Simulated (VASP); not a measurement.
An input for Quantum ESPRESSO's pw.x (written as the equivalent of a VASP run, and not itself run):

```
&CONTROL
  calculation = 'vc-relax'
  pseudo_dir = './pseudo'
  outdir = './out'
  tprnfor = .true.
  tstress = .true.
  nstep = 60
  forc_conv_thr = 0.00039
/
&SYSTEM
  ibrav = 0
  nat = 2
  ntyp = 2
  ecutwfc = 82
  occupations = 'smearing'
  smearing = 'methfessel-paxton'
  degauss = 0.00735
  input_dft = 'pbesol'
/
&ELECTRONS
  conv_thr = 7.3e-08
  electron_maxstep = 100
/
&IONS
/
&CELL
/
ATOMIC_SPECIES
  W 183.840 W.upf
  C 12.011 C.upf
CELL_PARAMETERS angstrom
     1.4550000   -2.5201340    0.0000000
     1.4550000    2.5201340    0.0000000
     0.0000000    0.0000000    2.8400000
ATOMIC_POSITIONS crystal
  W    0.0000000  0.0000000  0.0000000
  C    0.3333330  0.6666670  0.5000000
K_POINTS automatic
  13 13 12 0 0 0
```

Problem. Write the VASP files for the same calculation (PBEsol).

Solution. Several could match; the one computed here: 
**INCAR**
```
! general
SYSTEM   =  WC
PREC     =  Accurate
ENCUT    =  520
LREAL    =  .False.
LASPH    =  .True.

! electronic loop
EDIFF    =  1E-6
NELM     =  100
ALGO     =  Normal
LMAXMIX  =  6

! smearing
ISMEAR   =  1
SIGMA    =  0.1

! functional
GGA      =  PS

! ions
IBRION   =  2
NSW      =  60
ISIF     =  3
EDIFFG   =  -0.01

! output
LWAVE    =  .False.
LCHARG   =  .False.
```

File KPOINTS:
```
Automatic mesh
0
Gamma
13 13 12
0 0 0
```

POSCAR:
```
WC
1
    1.4550000000    -2.5201340000     0.0000000000
    1.4550000000     2.5201340000     0.0000000000
    0.0000000000     0.0000000000     2.8400000000
W C
1 1
Direct
  0.0000000000   0.0000000000   0.0000000000
  0.3333330000   0.6666670000   0.5000000000
```

POTCAR, in this order: W_sv C (PBE.64 set). Program: vasp_std.

The two are equivalent in intent, not identical: the potentials are each code's own (VASP's PAW set, PseudoDojo norm-conserving files in pw.x), so ENCUT and ecutwfc are chosen apart and not converted; conv_thr bounds pw.x's estimated SCF error, while EDIFF bounds the energy change between steps; forc_conv_thr acts on force components and is met together with etot_conv_thr.

The compound is WC in the wc structure. This run relaxes it. Symmetry was kept, so distortions that lower it aren't found.
